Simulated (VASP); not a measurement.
# C: a series in uniaxial stress along [001]

How do the elastic response and the band edges of C follow uniaxial stress along [001]?

Program: VASP 6.6.1. Level of theory: LDA; plane waves and PAW (C), in the first sound run; inputs show where later runs differ. Results are calculated unless marked as measured.

Report form: the programs' logs are mostly left out.

### 1. The structure

The structure is cubic, space group Fd-3m (No. 227). The conventional cell has a = 3.567 Å, b = 3.567 Å, c = 3.567 Å, α = 90.00°, β = 90.00°, γ = 90.00°. Nearest to C lie 4 C at 1.54 Å.

Structure file:

```cif
data_structure
_symmetry_space_group_name_H-M 'Fd-3m:1'
_symmetry_Int_Tables_number 227
_cell_length_a 3.5670
_cell_length_b 3.5670
_cell_length_c 3.5670
_cell_angle_alpha 90.000
_cell_angle_beta 90.000
_cell_angle_gamma 90.000
_cell_volume 45.38
loop_
_atom_site_label
_atom_site_type_symbol
_atom_site_symmetry_multiplicity
_atom_site_Wyckoff_symbol
_atom_site_fract_x
_atom_site_fract_y
_atom_site_fract_z
_atom_site_occupancy
C1 C 8 b 0.00000 0.00000 0.50000 1
```

### 2. Relax the crystal, LDA

The series starts from the cell that this level prefers, so that zero strain is near zero stress.

This step took 2 runs in a row; the last is shown.

Level: LDA; plane waves and PAW (C).

INCAR reads:

```
SYSTEM = C
PREC = Accurate
ENCUT = 600
EDIFF = 1E-07
NELM = 120
ISMEAR = 0
SIGMA = 0.02
LREAL = .FALSE.
ALGO = Normal
GGA = CA
NBANDS = 10
LASPH = .TRUE.
LORBIT = 11
LWAVE = .FALSE.
LCHARG = .FALSE.
KPAR = 12
IBRION = 2
NSW = 40
ISIF = 3
EDIFFG = -0.005
POTIM = 0.4
```

POSCAR reads:

```
C
1.0
    0.0000000000      1.7668691223      1.7668691223
    1.7668691223      0.0000000000      1.7668691223
    1.7668691223      1.7668691223      0.0000000000
C
2
Direct
    0.0000000000      0.0000000000      0.0000000000
    0.2500000000      0.2500000000      0.2500000000
```

KPOINTS reads:

```
Automatic mesh
0
Gamma
14 14 14
0 0 0
```

PAW data sets: C (LDA family, release 64).

Command:

```
mpirun -np 12 vasp_std
```

Wall time 2 s (12 MPI ranks of AMD EPYC 7R43, shared host); peak memory 0.95 GiB; 17 s of CPU time.

This run gave:

| Item | Value |
| --- | --- |
| energy(sigma→0) of the program | -20.2522 eV |
| stress, compression positive | xx, yy, zz 0.04, 0.04, 0.04 GPa |
| volume | 11.032 Å³ |
| ionic steps | 1 |

### 3. Strain across the axis, LDA

One member in full: the axis is strained by -2 %, and the two directions across it are strained alike until their mean stress is under 0.012 GPa or five steps are spent.

This step took 3 runs, each at a new trial strain with the atoms of the one before; the last is shown.

Level: LDA; plane waves and PAW (C).

Edit INCAR of step 2 so:

```diff
@@ -15,7 +15,7 @@
 LCHARG = .FALSE.
-KPAR = 12
-IBRION = 2
-NSW = 40
-ISIF = 3
-EDIFFG = -0.005
-POTIM = 0.4
+KPAR = 3
+IBRION = 1
+NSW = 25
+ISIF = 2
+EDIFFG = -0.004
+POTIM = 0.3
```

POSCAR reads:

```
C
1.0
    0.0000000000      1.7715818510      1.7315317400
    1.7715818510      0.0000000000      1.7315317400
    1.7715818510      1.7715818510      0.0000000000
C
2
Direct
    0.0000000000      0.0000000000      0.0000000000
    0.2500000000      0.2500000000      0.2500000000
```

KPOINTS is that of step 2.

Command:

```
mpirun -np 3 vasp_std
```

The job ended after 7.8 s (3 MPI ranks; peak memory 0.3 GiB).

This run gave:

| Quantity | Value |
| --- | --- |
| energy(sigma→0) of the program | -20.2364 eV |
| stress, compression positive | xx, yy, zz -0.01, -0.01, 21.60 GPa |
| ionic steps | 1 |

### 4. Band edges, TB-mBJ with spin-orbit coupling

Short lines in KPOINTS_OPT sample the zone centre along and across the axis, for masses, and the other valleys.

Level: TB-mBJ, spin-orbit coupling; plane waves and PAW (C).

TB-mBJ has no energy functional, so the total energy, stress and pressure in this output mean nothing.

INCAR reads:

```
SYSTEM = C
PREC = Accurate
ENCUT = 600
EDIFF = 1E-06
NELM = 150
ISMEAR = 0
SIGMA = 0.02
LREAL = .FALSE.
ALGO = Normal
METAGGA = MBJ
LASPH = .TRUE.
LNONCOLLINEAR = .TRUE.
MAGMOM = 0 0 0 0 0 0
NBANDS = 18
GGA_COMPAT = .FALSE.
LSORBIT = .TRUE.
LWAVE = .FALSE.
LCHARG = .FALSE.
KPAR = 3
```

POSCAR is that of step 3.

KPOINTS reads:

```
Automatic mesh
0
Gamma
11 11 11
0 0 0
```

KPOINTS_OPT reads:

```
Line mode
6
Line-mode
Reciprocal
  0.00000000   0.00000000   0.00000000
  0.01377909   0.01377909   0.00000000

  0.00000000   0.00000000   0.00000000
  0.00000000  -0.01409780  -0.01409780

  0.31000000   0.31000000   0.00000000
  0.50000000   0.50000000   0.00000000

  0.00000000   0.31000000   0.31000000
  0.00000000   0.50000000   0.50000000

  0.45000000   0.45000000   0.45000000
  0.50000000   0.50000000   0.50000000

  0.45000000   0.00000000   0.00000000
  0.50000000   0.00000000   0.00000000

  0.42500000   0.42500000   0.00000000
  0.42500000   0.43909780   0.01409780

  0.50000000   0.50000000   0.50000000
  0.49003135   0.50996865   0.50000000
```

Command:

```
mpirun -np 3 vasp_ncl
```

Elapsed: 83 s, on 3 MPI ranks; peak memory 0.56 GiB; 4.1 min of CPU time.

### 5. Band edges, r2SCAN with spin-orbit coupling

Level: r2SCAN, spin-orbit coupling; plane waves and PAW (C).

Edit INCAR of step 4 so:

```diff
@@ -4,3 +4,3 @@
 EDIFF = 1E-06
-NELM = 150
+NELM = 100
 ISMEAR = 0
@@ -9,3 +9,3 @@
 ALGO = Normal
-METAGGA = MBJ
+METAGGA = R2SCAN
 LASPH = .TRUE.
```

POSCAR is that of step 4.

KPOINTS is that of step 4.

KPOINTS_OPT is that of step 4.

Command:

```
mpirun -np 3 vasp_ncl
```

It took 2.2 min on 3 MPI ranks; peak memory 0.57 GiB.

This run gave:

- energy(sigma→0) of the program: -37.5933 eV
- stress, compression positive: xx, yy, zz 9.61, 9.61, 32.66 GPa

The run ends at a pressure of 17.29 GPa.

### 6. All members

Runs beyond LDA use the data sets made with LDA; this shifts their levels slightly, and their total energies have another zero (at TB-mBJ, which has no energy functional, they mean nothing).

The other members went through these steps as far as the tables show, with the same cutoff and, step by step, the same mesh; 43 runs are not shown. The session took 1.8 core hours (wall time by ranks) on a shared machine.

| strain along the axis (%) | strain across the axis (%) | stress along the axis, tension positive (GPa) | energy above the unstrained row (meV/atom) | gap on the mesh, LDA (eV) |
| --- | --- | --- | --- | --- |
| -2.000 | 0.267 | -21.604 | 7.867 | 3.606 |
| -1.500 | 0.196 | -16.171 | 4.494 | 3.748 |
| -1.000 | 0.129 | -10.761 | 2.050 | 3.889 |
| -0.500 | 0.064 | -5.380 | 0.555 | 4.028 |
| 0 | 0.004 | -0.027 | 0.000 | 4.165 |
| 0.500 | -0.056 | 5.294 | 0.325 | 4.085 |
| 1.000 | -0.111 | 10.583 | 1.568 | 4.004 |
| 1.500 | -0.163 | 15.836 | 3.711 | 3.924 |
| 2.000 | -0.214 | 21.047 | 6.765 | 3.845 |

Slopes at zero strain, from cubics through all rows: strain ratio -0.120, stress over strain 1068 GPa.

Band edges at TB-mBJ with spin-orbit coupling, counted from the valence-band top at Γ, spin-orbit pairs averaged, with one row partly withheld:

| strain along the axis (%) | gap (eV) | conduction band at Γ (eV) | Δ or X valley along z (eV) | Δ or X valley along x (eV) | lowest conduction level at L, [111] (eV) | lowest conduction level at L, [-111] (eV) | second valence level below the top (eV) | third valence level below the top (eV) |
| --- | --- | --- | --- | --- | --- | --- | --- | --- |
| -2.000 | 4.397 | 6.303 | 4.394 | 4.955 | 9.147 | 9.147 | 0.377 | 0.385 |
| -1.500 | ? | 6.402 | ? | 4.963 | 9.277 | 9.277 | 0.281 | 0.289 |
| -1.000 | 4.697 | 6.501 | 4.695 | 4.970 | 9.405 | 9.405 | 0.186 | 0.194 |
| -0.500 | 4.844 | 6.599 | 4.843 | 4.980 | 9.528 | 9.528 | 0.091 | 0.100 |
| 0 | 4.987 | 6.687 | 4.986 | 4.987 | 9.615 | 9.615 | 0.000 | 0.012 |
| 0.500 | 4.905 | 6.626 | 5.038 | 4.904 | 9.467 | 9.467 | 0.008 | 0.098 |
| 1.000 | 4.823 | 6.561 | 5.088 | 4.822 | 9.287 | 9.287 | 0.008 | 0.192 |
| 1.500 | 4.742 | 6.498 | 5.136 | 4.741 | 9.105 | 9.105 | 0.008 | 0.286 |
| 2.000 | 4.663 | 6.435 | 5.183 | 4.661 | 8.925 | 8.925 | 0.008 | 0.380 |

Band edges at r2SCAN with spin-orbit coupling, counted from the valence-band top at Γ, spin-orbit pairs averaged:

| strain along the axis (%) | gap (eV) | conduction band at Γ (eV) | Δ or X valley along z (eV) | Δ or X valley along x (eV) | lowest conduction level at L, [111] (eV) | lowest conduction level at L, [-111] (eV) | second valence level below the top (eV) | third valence level below the top (eV) |
| --- | --- | --- | --- | --- | --- | --- | --- | --- |
| -2.000 | 3.785 | 5.506 | 3.787 | 4.376 | 8.661 | 8.661 | 0.358 | 0.367 |
| -1.500 | 3.936 | 5.607 | 3.938 | 4.376 | 8.768 | 8.768 | 0.267 | 0.276 |
| -1.000 | 4.086 | 5.708 | 4.087 | 4.377 | 8.844 | 8.844 | 0.177 | 0.186 |
| -0.500 | 4.233 | 5.808 | 4.235 | 4.379 | 8.915 | 8.915 | 0.086 | 0.096 |
| 0 | 4.376 | 5.897 | 4.377 | 4.378 | 8.979 | 8.979 | 0.000 | 0.014 |
| 0.500 | 4.292 | 5.835 | 4.433 | 4.293 | 8.888 | 8.888 | 0.009 | 0.094 |
| 1.000 | 4.207 | 5.771 | 4.487 | 4.208 | 8.757 | 8.757 | 0.009 | 0.184 |
| 1.500 | 4.124 | 5.708 | 4.539 | 4.125 | 8.605 | 8.605 | 0.009 | 0.273 |
| 2.000 | 4.042 | 5.645 | 4.591 | 4.043 | 8.441 | 8.441 | 0.009 | 0.362 |

### 7. Fit and prediction

The quantity to fit is the splitting of the Δ or X valleys (z less x) at TB-mBJ with spin-orbit coupling: -0.561, -0.275, -0.136, -0.001, 0.134, 0.266, 0.394, 0.521 eV in the rows shown.

A least-squares parabola through the 8 rows shown, with d the strain along the axis less the strain across it, in %: E = − 0.002775 d² + 0.2413 d + 6.65e-4 (eV), r.m.s. residual 2.4e-4 eV.

At d = -1.696 this predicts -0.4166 eV.

### 8. Prediction against calculation

The calculation gives -0.4171 eV, so the prediction is 0.0005 eV too high, more than twice the residual of the fit.

The splitting is Ξu times d, with d as a fraction, so the linear term gives Ξu = 24.1 eV.

### 9. Results

```
Poisson ratio                                               : 0.120
Young's modulus along the axis                              : 1068 GPa
gap of the unstrained cell, TB-mBJ with spin-orbit coupling : 4.99 eV
gap of the unstrained cell, r2SCAN with spin-orbit coupling : 4.38 eV
shear deformation potential Ξu of the Δ or X valleys        : 24.1 eV
error of the predicted row                                  : 0.5 meV
```

What this shows: As a check, the curvature of the energy gives 1057 GPa for the same modulus (energy per volume = E/2 × strain²), 1 % from the slope of the stress. The energy also has a linear term worth 0.68 GPa that the stress column lacks, a mark of the finite basis. At TB-mBJ with spin-orbit coupling the lowest conduction valley is Δ or X throughout, and the gap runs between 4.40 and 4.99 eV. At r2SCAN with spin-orbit coupling the lowest conduction valley is Δ or X throughout, and the gap runs between 3.79 and 4.38 eV. Hole masses are left out throughout, since the top bands are degenerate or cross in many series; of conduction masses, those of the Γ, L and (for Si and Ge under (001) strain) Δ valleys are kept where they change by under an eighth between rows. A measured gap of unstrained C is 5.5 eV (arxiv:1902.02958, band gap, experimental literature value, temperature not given); the static gaps here belong to the lattice relaxed at LDA. TB-mBJ is a potential fitted for gaps; it has no energy functional, so its total energies and forces mean nothing, and its bands tend to come out too narrow. r2SCAN opens gaps somewhat over GGA but leaves them below measured values as a rule. Δ or X levels are the lowest on their line, refined by a parabola unless they lie at X; the gap is read from all points sampled and can differ from the lowest valley by some meV, or by tens of meV where strain moves the valence top off Γ. Temperature, zero-point motion and excitons are left out.

[Lines on the potential files, build, host, timing and source positions are cut from VASP's logs without a mark.]

[Logs are printed without paths, hosts, clocks, repeated set-up lines and the standing remarks that a program may print on its own settings, such as how far it seeks lower states.]

[Hosts, paths, dates, database ids (printed as entryN), source tags and the programs' standing remarks are cut or masked in the printed files.]

[In band tables of VASP the shares of atoms and orbitals are scaled to a sum of 1 inside the atoms' spheres.]
